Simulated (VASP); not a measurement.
Given:

```yaml
crystal:
  lattice:
    - [2.34292, -4.02849, 0.00000]
    - [2.34292, 4.02849, 0.00000]
    - [0.00000, 0.00000, 4.80167]
  atoms:
    - { symbol: Ga, position: [0.15570, 0.84430, 0.91820] }
    - { symbol: Ga, position: [0.34430, 0.65570, 0.41820] }
    - { symbol: Ga, position: [0.65570, 0.34430, 0.58180] }
    - { symbol: Ga, position: [0.84430, 0.15570, 0.08180] }
```

Computed with PBE GGA, VASP's PBE PAW potentials (set 64) (plane waves; VASP). Settings: 480 eV cut-off, 8×8×6 Γ-centred mesh, first-order Methfessel-Paxton smearing of 0.10 eV, potentials Ga_d.

**Question.** Give the stress tensor in GPa (positive for a compressed cell).

**Answer.** 
```
-4.00   0.00   0.00
 0.00  -3.80   0.00
 0.00   0.00  -4.12
```
The pressure is its mean diagonal, -3.97 GPa.

The compound is Ga in the alpha structure. This cell was strained or had an atom moved on purpose.
